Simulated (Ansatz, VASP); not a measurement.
# Cross-check of GeSb4Te7 between VASP and Ansatz

Aim: how closely do two programs agree when they are given the same cell, functional and k mesh? The cell is taken from a series of runs on this material, whose earlier steps may have relaxed, scaled, displaced or heated it; both programs get it as it stands.

Calculated with Ansatz 0.2.0; plane waves, with VASP 6.6.1 beside it; single point at PBE.

## (1) Starting point

Symmetry: P-3m1, No. 164, trigonal system. Conventional cell: a = 4.289 Å, b = 4.289 Å, c = 24.515 Å, α = 90.00°, β = 90.00°, γ = 120.00°. Nearest to Ge lie 6 Te at 3.00 Å. Nearest to Sb lie 6 Te at 3.02 to 3.18 Å. Nearest to Sb lie 6 Te at 3.01 to 3.20 Å. Nearest to Te lie 3 Sb at 3.02 Å. Te has 3 Sb at 3.01 Å nearest. Te has 3 Ge at 3.00 Å and 3 Sb at 3.20 Å nearest. Farther neighbours and most contacts between anions are not listed.

## (2) VASP: single point, PBE, pair 1

A single point gives forces, pressure and levels at one fixed geometry, so differences don't come from the geometry; what else differs is listed under the comparison.

Lines of VASP's logs that name or quote its potential files are left out, and so is its time.

Input file INCAR:

```
SYSTEM = GeSb4Te7
PREC = Accurate
ENCUT = 500
EDIFF = 1E-06
NELM = 120
ISMEAR = -1
SIGMA = 0.02
LREAL = .FALSE.
ALGO = Normal
GGA = PE
NBANDS = 50
LORBIT = 11
LWAVE = .FALSE.
LCHARG = .FALSE.
ISIF = 2
LASPH = .TRUE.
GGA_COMPAT = .FALSE.
EFERMI = MIDGAP
KPAR = 2
```

Input file POSCAR:

```
GeSb4Te7
1.0
    4.2893002584      0.0000000000      0.0000000000
   -2.1446501292      3.7146429882      0.0000000000
    0.0000000000      0.0000000000     24.5145895578
Ge Sb Te
1 4 7
Direct
    0.0000000000      0.0000000000      0.5000000000
    0.6666666667      0.3333333333      0.9184755772
    0.3333333333      0.6666666667      0.3481598488
    0.3333333333      0.6666666667      0.0815244228
    0.6666666667      0.3333333333      0.6518401512
    0.3333333333      0.6666666667      0.8482570420
    0.6666666667      0.3333333333      0.1517429580
    0.0000000000      0.0000000000      0.7216080081
    0.6666666667      0.3333333333      0.4308124582
    0.3333333333      0.6666666667      0.5691875418
    0.0000000000      0.0000000000      0.0000000000
    0.0000000000      0.0000000000      0.2783919919
```

Input file KPOINTS:

```
Automatic mesh
0
Gamma
6 6 2
0 0 0
```

Potentials, in the order of the species: Ge_d, Sb and Te (PBE family, release 64).

Run with:

```bash
> mpirun -np 2 vasp_std
```

Numbers of over 12 decimals in the logs are rounded to 6 here.

Output:

```text
[banner, memory and clock lines left out]
running    2 mpi-ranks, on    1 nodes
 distrk:  each k-point on    1 cores,    2 groups
 distr:  one band on    1 cores,    1 groups

 POSCAR found type information on POSCAR GeSbTe
 POSCAR found :  3 types and      12 ions
 LDA part: xc-table for (Slater+PW92), standard interpolation
 POSCAR, INCAR and KPOINTS ok, starting setup
 FFT: planning ... GRIDC
 FFT: planning ... GRID_SOFT
 FFT: planning ... GRID
 WAVECAR not read
 entering main loop
       N       E                     dE             d eps       ncg     rms          rms(c)
DAV:   1     0.542386224628E+03    0.54239E+03   -0.26700E+04  1522   0.147E+03
DAV:   2     0.389620077695E+02   -0.50342E+03   -0.48133E+03  1552   0.310E+02
DAV:   3    -0.395713231766E+02   -0.78533E+02   -0.74629E+02  1692   0.118E+02
DAV:   4    -0.446751426497E+02   -0.51038E+01   -0.49731E+01  1666   0.322E+01
DAV:   5    -0.448787571004E+02   -0.20361E+00   -0.20276E+00  2020   0.663E+00    0.125E+01
DAV:   6    -0.445364487483E+02    0.34231E+00   -0.65726E-01  1944   0.335E+00    0.850E+00
DAV:   7    -0.446658155401E+02   -0.12937E+00   -0.93306E-01  1802   0.437E+00    0.204E+00
DAV:   8    -0.445729385594E+02    0.92877E-01   -0.52897E-01  1896   0.385E+00    0.116E+00
DAV:   9    -0.445551751792E+02    0.17763E-01   -0.83103E-02  1814   0.142E+00    0.763E-01
DAV:  10    -0.445561749924E+02   -0.99981E-03   -0.33142E-02  1584   0.564E-01    0.422E-01
DAV:  11    -0.445562772348E+02   -0.10224E-03   -0.20320E-03  1928   0.243E-01    0.163E-01
DAV:  12    -0.445564470507E+02   -0.16982E-03   -0.12498E-03  1808   0.144E-01    0.693E-02
DAV:  13    -0.445564447679E+02    0.22828E-05   -0.15709E-04  1764   0.522E-02    0.356E-02
DAV:  14    -0.445564467630E+02   -0.19951E-05   -0.31536E-05  2104   0.255E-02    0.158E-02
DAV:  15    -0.445564477753E+02   -0.10122E-05   -0.16523E-05  1726   0.163E-02    0.624E-03
DAV:  16    -0.445564479025E+02   -0.12725E-06   -0.10440E-06   904   0.471E-03
   1 F= -.44556448E+02 E0= -.44556447E+02  d E =-.191832E-05
```

From OUTCAR (step 2):

```text
ion  position               nearest neighbor table
   1  0.000  0.000  0.500-   9 3.00  10 3.00  10 3.00   9 3.00   9 3.00  10 3.00
   2  0.667  0.333  0.918-   6 3.02   6 3.02   6 3.02  11 3.18  11 3.18  11 3.18
   3  0.333  0.667  0.348-  12 3.01  12 3.01  12 3.01   9 3.20   9 3.20   9 3.20
   4  0.333  0.667  0.082-   7 3.02   7 3.02   7 3.02  11 3.18  11 3.18  11 3.18
   5  0.667  0.333  0.652-   8 3.01   8 3.01   8 3.01  10 3.20  10 3.20  10 3.20
   6  0.333  0.667  0.848-   2 3.02   2 3.02   2 3.02
   7  0.667  0.333  0.152-   4 3.02   4 3.02   4 3.02
   8  0.000  0.000  0.722-   5 3.01   5 3.01   5 3.01
   9  0.667  0.333  0.431-   1 3.00   1 3.00   1 3.00   3 3.20   3 3.20   3 3.20
  10  0.333  0.667  0.569-   1 3.00   1 3.00   1 3.00   5 3.20   5 3.20   5 3.20
  11  0.000  0.000  0.000-   2 3.18   4 3.18   4 3.18   2 3.18   2 3.18   4 3.18
  12  0.000  0.000  0.278-   3 3.01   3 3.01   3 3.01

  LATTYP: Found a hexagonal cell.
 ALAT       =     4.2893002584
 C/A-ratio  =     5.7152887606

 Subroutine GETGRP returns: Found 12 space group operations
 (whereof 12 operations were pure point group operations)

The static configuration has the point symmetry D_3d.

 Found     14 irreducible k-points:

   k-points           NKPTS =     14   k-points in BZ     NKDIM =     14   number of bands    NBANDS=     50

   dimension x,y,z NGX =    32 NGY =   32 NGZ =  180
   dimension x,y,z NGXF=    64 NGYF=   64 NGZF=  360

   ENCUT  =  500.0 eV  36.75 Ry    6.06 a.u.   7.82  7.82 44.70*2*pi/ulx,y,z

   NELECT =      76.0000    total number of electrons

 k-points in reciprocal lattice and weights: Automatic mesh
   0.00000000  0.00000000  0.00000000       0.014
   0.16666667  0.00000000  0.00000000       0.083
   0.33333333  0.00000000  0.00000000       0.083
   0.50000000 -0.00000000  0.00000000       0.042
   0.16666667  0.16666667  0.00000000       0.083
   0.33333333  0.16666667  0.00000000       0.167
   0.33333333  0.33333333  0.00000000       0.028
   0.00000000  0.00000000  0.50000000       0.014
   0.16666667  0.00000000  0.50000000       0.083
[...]
0.33333333  0.16666667  0.50000000       0.167
   0.33333333  0.33333333  0.50000000       0.028

 average (electrostatic) potential at core
       1 -73.5866       2 -87.5241       3 -87.5455       4 -87.5241       5 -87.5455
       6 -88.6279       7 -88.6279       8 -88.6743       9 -88.4846      10 -88.4846
      11 -88.4608      12 -88.6743

 E-fermi :   6.1321

 k-point     1 :       0.0000    0.0000    0.0000
  band No.  band energies     occupation
    ...
     34       4.8333      2.00000
     35       4.8726      2.00000
     36       4.8726      2.00000
     37       5.6709      2.00000
     38       5.8596      2.00000
     39       6.4390      0.00000
     40       6.4783      0.00000
     41       6.5422      0.00000
     42       6.5422      0.00000
     43       6.6292      0.00000
    ...

 k-point     2 :       0.1667    0.0000    0.0000
  band No.  band energies     occupation
    ...
     34       4.9887      2.00000
     35       5.0152      2.00000
     36       5.3192      2.00000
     37       5.4490      2.00000
     38       5.7665      2.00000
     39       6.6181      0.00000
     40       6.8542      0.00000
     41       6.9923      0.00000
     42       7.0009      0.00000
     43       7.1095      0.00000
    ...

 k-point     3 :       0.3333    0.0000    0.0000
  band No.  band energies     occupation
    ...
     34       4.6626      2.00000
     35       4.6979      2.00000
     36       4.8188      2.00000
     37       5.0238      2.00000
     38       5.5180      2.00000
     39       6.6644      0.00000
     40       6.9964      0.00000
     41       7.0132      0.00000
     42       7.0798      0.00000
     43       7.3360      0.00000
    ...

  Total        1.3980798      1.3980798      0.6977148      0.0000000      0.0000000      0.0000000
  in kB        5.7347488      5.7347488      2.8619391      0.0000000      0.0000000      0.0000000
  external PRESSURE =       4.7771456 kB  Pullay stress =       0.0000000 kB

  energy-cutoff  :      500.00
  volume of cell :      390.60
      direct lattice vectors                 reciprocal lattice vectors
     4.289300258  0.000000000  0.000000000     0.233138260  0.134602437  0.000000000
    -2.144650129  3.714642988  0.000000000     0.000000000  0.269204875  0.000000000
     0.000000000  0.000000000 24.514589558     0.000000000  0.000000000  0.040792035

 POSITION                                       TOTAL-FORCE (eV/Angst)
 -----------------------------------------------------------------------------------
      0.00000      0.00000     12.25729        -0.000000      0.000000      0.000000
      2.14465      1.23821     22.51605        -0.000000      0.000000      0.024990
     -0.00000      2.47643      8.53500         0.000000     -0.000000      0.023642
     -0.00000      2.47643      1.99854         0.000000     -0.000000     -0.024990
      2.14465      1.23821     15.97959        -0.000000      0.000000     -0.023642
     -0.00000      2.47643     20.79467        -0.000000      0.000000     -0.015890
      2.14465      1.23821      3.71992         0.000000     -0.000000      0.015890
      0.00000      0.00000     17.68992        -0.000000      0.000000      0.015182
      2.14465      1.23821     10.56119         0.000000      0.000000     -0.011615
     -0.00000      2.47643     13.95340        -0.000000     -0.000000      0.011615
      0.00000      0.00000      0.00000        -0.000000      0.000000      0.000000
      0.00000      0.00000      6.82467         0.000000     -0.000000     -0.015182
 -----------------------------------------------------------------------------------
    total drift:                                0.000000     -0.000000      0.000000

  FREE ENERGIE OF THE ION-ELECTRON SYSTEM (eV)
  ---------------------------------------------------
  free  energy   TOTEN  =       -44.5564479025 eV

  energy  without entropy=      -44.5564459842  energy(sigma->0) =      -44.55644694

 total charge
# of ion       s       p       d       tot
------------------------------------------
    1        1.331   0.750  10.011  12.093
    2        1.294   0.956   0.049   2.300
    3        1.294   0.957   0.049   2.300
    4        1.294   0.956   0.049   2.300
    5        1.294   0.957   0.049   2.300
    6        1.405   1.900   0.025   3.330
    7        1.405   1.900   0.025   3.330
    8        1.405   1.899   0.025   3.329
    9        1.387   1.938   0.031   3.356
   10        1.387   1.938   0.031   3.356
   11        1.391   1.941   0.030   3.361
   12        1.405   1.899   0.025   3.329
--------------------------------------------------
tot         16.292  17.992  10.399  44.683

[... 3 further parts left out ...]
```

The run ends at a pressure of 0.48 GPa, with forces up to 0.025 eV/Å.

## (3) Ansatz: single point, PBE, pair 1

Ansatz runs on its PAW soft_1 files.

The same cell, functional, mesh and smearing now go to Ansatz, which takes its cutoff from its data sets.

Input file input.yaml:

```yaml
crystal:
  lattice:
    - [4.2893002584, 0.0, 0.0]
    - [-2.1446501292, 3.7146429882, 0.0]
    - [0.0, 0.0, 24.5145895578]
  atoms:
    - { symbol: Ge, position: [0.0, 0.0, 0.5] }
    - { symbol: Sb, position: [0.6666666667, 0.3333333333, 0.9184755772] }
    - { symbol: Sb, position: [0.3333333333, 0.6666666667, 0.3481598488] }
    - { symbol: Sb, position: [0.3333333333, 0.6666666667, 0.0815244228] }
    - { symbol: Sb, position: [0.6666666667, 0.3333333333, 0.6518401512] }
    - { symbol: Te, position: [0.3333333333, 0.6666666667, 0.848257042] }
    - { symbol: Te, position: [0.6666666667, 0.3333333333, 0.151742958] }
    - { symbol: Te, position: [0.0, 0.0, 0.7216080081] }
    - { symbol: Te, position: [0.6666666667, 0.3333333333, 0.4308124582] }
    - { symbol: Te, position: [0.3333333333, 0.6666666667, 0.5691875418] }
    - { symbol: Te, position: [0.0, 0.0, 0.0] }
    - { symbol: Te, position: [0.0, 0.0, 0.2783919919] }
kpoints:
  mp_grid: { grid: [6, 6, 2] }
  band_path:
    path:
      - [0.0, 0.0, 0.0]
      - [0.5, 0.0, 0.0]
      - [0.33333333, 0.33333333, 0.0]
      - [0.0, 0.0, 0.5]
      - [0.5, 0.0, 0.5]
      - [0.33333333, 0.33333333, 0.5]
    npoints: 1
hamiltonian:
  xc: pbe
  pseudopotentials: { kind: paw, azcp: { folder: soft_1 } }
scf:
  occupations: { method: fermi_dirac, width: 0.02 }
  n_extra_bands: 8
output:
  eigenvalues: true
  forces: true
  stress: true
```

Run with:

```bash
> ansatz run input.yaml --threads 2 --pin off --max-ram 92160MiB --backend cuda --events-out ev --progress --plain --runs-dir out --devices 1 --max-vram 13GiB
```

Output:

```text
scf.n_extra_bands = 8 over 93 filled bands (N_el = 186.0): the run solves 101 bands
GPUs: using 1 of 1 available (devices: 1).
Engine: ansatz 0.2.0, x86_64-unknown-linux-gnu
Pseudopotentials: kind: paw
Pseudopotential: Ge, paw, valence charge 14, recommended cutoff 420 eV (normal), soft_1/Ge.paw.azcp
Pseudopotential: Sb, paw, valence charge 15, recommended cutoff 420 eV (normal), soft_1/Sb.paw.azcp
Pseudopotential: Te, paw, valence charge 16, recommended cutoff 420 eV (normal), soft_1/Te.paw.azcp
Functional definition: PBE
  parameter kappa = 0.804
  parameter beta = 0.066725
  exchange = pbe_x(kappa = kappa, mu = beta*pi^2/3)
  correlation = pbe_c(beta = beta)
device memory: the entry about to start is reckoned to put 4.8 GiB on a device that reports 54.6 GiB free (of which the cap on the GPU budget leaves the run 13.0 GiB)
GPU FFT provider: cuFFT
GPU libraries: cuBLAS 13.8.2, cuFFT 12.4.0, cuSOLVER 12.3.4
Crystal: 12 atoms, lattice volume = 390.596 Å³
Basis set: ecut = 420 eV, 7635 PW (Γ), exchange–correlation on 60×60×360 points (8 copies of the dense FFT grid, shifted against one another)
Bands: 101, of which v1, the nominal top of the filled ones, is band 93 counted from 1 (92 counted from 0)
Symmetry: 12 space group operations
Space group: P-3m1 (ITA 164), of the structure as read, at distance tolerance 7.3e-5 Å
k-points: 14 of 72
Non-local potential: Ge, projectors of the file, l = 0: 2, l = 1: 2, l = 2: 3, l = 3: 1
Non-local potential: Sb, projectors of the file, l = 0: 2, l = 1: 2, l = 2: 2, l = 3: 1
Non-local potential: Te, projectors of the file, l = 0: 2, l = 1: 2, l = 2: 2, l = 3: 1
PAW form: soft (Blöchl's): semilocal exchange-correlation on the pseudo side does not see the compensation charge
PAW one-centre angular grid: Ge, 590 points (default); XC on 64 Gauss nodes
PAW one-centre angular grid: Sb, 590 points (default); XC on 64 Gauss nodes
PAW one-centre angular grid: Te, 590 points (default); XC on 64 Gauss nodes
Initial density: superposition of atomic densities (chi_scale 0.1, normalization cell, long waves kept (reshape's long-wave potential 0.30 eV rms))
Initial wavefunctions: pseudopotential atomic-orbital guess
GPU buffer pool allocated for 162000 grid points (all kernels)
GPU transforms: local potential and band sums: pruned to the plane-wave sphere, on 30×30×180
Functional: x = pbe(κ = 0.804, μ = 0.219515), c = pbe(β = 0.066725)
SCF iter   1: F=—  HF=-79095.581131 eV  |F-HF|=—  |Δ(HF+E_count)|=         —  Δρ=1.50e-2  dr2=6.36e0  ethr=3.10e-3  ⟨swp⟩=6.1  Hψ=5570  notcnv=0
preconditioner: auto → LDOS  [insulator: Δε(μ)=0.054 eV  Ē_g=6.903 eV  σ=0.020 eV  W_gap=0.59  n_scr=96 (ndim 8)  ℏωp=15.3 eV  f_vac=0.017  D(μ)=0.46/eV (n_scr^D=2)  ε∞_Penn≈5.9  β→1.0]
SCF iter   2: F=—  HF=-79097.452523 eV  |F-HF|=—  |Δ(HF+E_count)|=    1.87e0  Δρ=2.17e-2  dr2=3.98e1  ethr=3.10e-3  ⟨swp⟩=3.5  Hψ=2130  notcnv=0  defer=29  recentre
preconditioner: auto → Resta (q_TF=auto, 2.411 Å⁻¹)  ε∞=6.1  [insulator: Δε(μ)=0.342 eV  Ē_g=6.754 eV  σ=0.020 eV  W_gap=1.00  n_scr=96 (ndim 8)  ℏωp=15.3 eV  f_vac=0.025  D(μ)=0.00/eV (n_scr^D=0)  ε∞_Penn≈6.1  β→0.5]
SCF iter   3: F=—  HF=-79095.184344 eV  |F-HF|=—  |Δ(HF+E_count)|=    2.27e0  Δρ=7.81e-3  dr2=8.29e-1  ethr=3.10e-3  ⟨swp⟩=3.0  Hψ=2146  notcnv=0  defer=25
SCF iter   4: F=—  HF=-79095.145392 eV  |F-HF|=—  |Δ(HF+E_count)|=   3.90e-2  Δρ=1.32e-3  dr2=5.33e-2  ethr=4.46e-4  ⟨swp⟩=2.6  Hψ=1852  notcnv=0  defer=26
SCF iter   5: F=—  HF=-79095.143229 eV  |F-HF|=—  |Δ(HF+E_count)|=   2.16e-3  Δρ=7.84e-4  dr2=2.19e-2  ethr=2.87e-5  ⟨swp⟩=2.7  Hψ=1706  notcnv=0  defer=26
SCF iter   6: F=—  HF=-79095.141792 eV  |F-HF|=—  |Δ(HF+E_count)|=   1.44e-3  Δρ=2.91e-4  dr2=1.03e-3  ethr=1.18e-5  ⟨swp⟩=2.1  Hψ=1726  notcnv=0  defer=26
SCF iter   7: F=—  HF=-79095.141122 eV  |F-HF|=—  |Δ(HF+E_count)|=   6.69e-4  Δρ=1.12e-4  dr2=8.57e-5  ethr=5.52e-7  ⟨swp⟩=2.0  Hψ=1879  notcnv=0  defer=26
SCF iter   8: F=—  HF=-79095.142222 eV  |F-HF|=—  |Δ(HF+E_count)|=   1.10e-3  Δρ=3.96e-5  dr2=9.20e-6  ethr=4.61e-8  ⟨swp⟩=2.0  Hψ=2171  notcnv=0  defer=26
SCF iter   9: F=—  HF=-79095.142228 eV  |F-HF|=—  |Δ(HF+E_count)|=   6.20e-6  Δρ=1.60e-5  dr2=2.76e-6  ethr=4.95e-9  ⟨swp⟩=2.0  Hψ=2172  notcnv=0  defer=26
SCF iter  10: F=—  HF=-79095.142228 eV  |F-HF|=—  |Δ(HF+E_count)|=   1.84e-8  Δρ=6.44e-6  dr2=2.69e-7  ethr=1.48e-9  ⟨swp⟩=2.0  Hψ=1921  notcnv=0  defer=26
SCF iter  11: F=-79095.142229 eV  HF=-79095.142228 eV  |F-HF|=3.06e-8  |Δ(HF+E_count)|=   3.91e-7  Δρ=2.30e-6  dr2=6.10e-8  ethr=5.38e-11  ⟨swp⟩=11.0  Hψ=6957  notcnv=0
SCF 1 converged in 11 iterations: F = -79095.142229 eV  dr2 = 6.10e-8
  greatest PAW one-centre occupation: 0.998 electrons in one spin orbital (limit 2), on the Ge atom at site 0 (counted from 0), in its partial waves of l = 2
device memory: the entry about to start is reckoned to put 2.8 GiB on a device that reports 50.7 GiB free (of which the cap on the GPU budget leaves the run 13.0 GiB)
NSCF: frozen V_eff on 6 k-points
SCF converged after 11 iterations
Free energy (F): -79095.142229 eV
Harris-Foulkes:  -79095.142228 eV  (|F-HF|=3.06e-8)
Internal energy: -79095.142227 eV  (E = F + TS)
E sigma→0 (E₀):  -79095.142228 eV
Entropy (-TS):   -0.000002 eV (-0.000 meV/atom)
Fermi energy:    8.988984 eV
--- Per-component energies (eV) ---
  E_band       = -2726.548850
  E_kinetic    = 1937.183680
  E_local      = -21381.525550  (includes V_loc(G=0)·N_el)
  E_nonlocal   = 2223.403547
  E_hartree    = 10044.813208
  E_xc         = -1324.685867
  E_vxc        = -1140.721553  (∫ρ·V_xc dr)
  E_paw        = -52865.125528  (= ΣΔE_a)
  E_vpaw       = -4454.506492  (= ΣTr[D̂ρ^β])
  E_aug_tail   = 0.001177  (compensation charges beyond the density's cutoff)
  E_ewald      = -17729.206894
  E_smearing   = -0.000002  (= −TS)
  E_closure    = 0.000000  (closes the sum)
  Σ components = -79095.142229   (vs F -79095.142229, Δ=0.00e0)
--- Forces (eV/Å), atoms counted from 1 ---
  atom   1  Ge     0.00000000     0.00000000     0.00000000
  atom   2  Sb     0.00000000    -0.00000000     0.00071283
  atom   3  Sb     0.00000000    -0.00000000     0.00187026
  atom   4  Sb    -0.00000000     0.00000000    -0.00071283
  atom   5  Sb    -0.00000000     0.00000000    -0.00187026
  atom   6  Te     0.00000000     0.00000000     0.00020028
  atom   7  Te    -0.00000000    -0.00000000    -0.00020028
  atom   8  Te     0.00000000    -0.00000000     0.00063652
  atom   9  Te     0.00000000     0.00000000    -0.00129434
  atom  10  Te     0.00000000    -0.00000000     0.00129434
  atom  11  Te    -0.00000000     0.00000000     0.00000000
  atom  12  Te     0.00000000     0.00000000    -0.00063652
  max |Σ_I F_I| component: 2.31e-17 eV/Å
--- Stress (GPa, compression-positive) ---
        0.603696       0.000000       0.000000
        0.000000       0.603696       0.000000
        0.000000      -0.000000       0.298800
  P = ⅓ Tr σ = 0.5021 GPa (5.021 kbar)
--- Band table (eV; the first three rows and the last of 14) ---
  k-point 0: bands = [... 89 lower, 7.7253, 7.7253, 8.5212, 8.7091, 9.3059, 9.3407, 9.3961, 9.3961, ... 4 higher]
  k-point 1: bands = [... 89 lower, 7.7439, 7.9026, 8.4263, 8.8135, 9.1645, 9.3412, 9.3412, 9.4500, ... 4 higher]
  k-point 2: bands = [... 89 lower, 7.8682, 8.1713, 8.2987, 8.6157, 9.4798, 9.7069, 9.8441, 9.8633, ... 4 higher]
  k-point 13: bands = [... 89 lower, 7.3799, 8.0404, 8.0404, 8.0664, 9.6725, 9.9118, 9.9118, 10.6880, ... 4 higher]
```

In the SCF lines HF is the Harris–Foulkes energy and dr2 the Hartree energy of the density residual, in eV; the loop may stop once dr2 is under the threshold and the program's other checks hold. Hψ counts applications of the Hamiltonian.

## (4) Comparison

Known differences besides the potentials themselves: the data sets hold 186 valence electrons in Ansatz (on its PAW soft_1 files) and 76 in VASP; the cutoff is 420 eV in Ansatz and 500 eV in VASP. Total energies have different zeros and are not compared.

Both answers:

```csv
quantity,Ansatz,VASP,difference
pressure (GPa),0.50,0.48,+0.02
gap on the k mesh (eV),0.351,0.345,+0.006
```

At this near-relaxed geometry the largest component of a force difference is 24 meV/Å. A gap on the mesh is an upper bound, since the band edges may lie between its points.

(Part 1 of 2 ends here.)

[Lines on the potential files, build, host, timing and source positions are cut from VASP's logs without a mark.]

[Logs are printed without paths, hosts, clocks, repeated set-up lines and the standing remarks that a program may print on its own settings, such as how far it seeks lower states.]

[Hosts, paths, dates, database ids (printed as entryN), source tags and the programs' standing remarks are cut or masked in the printed files.]
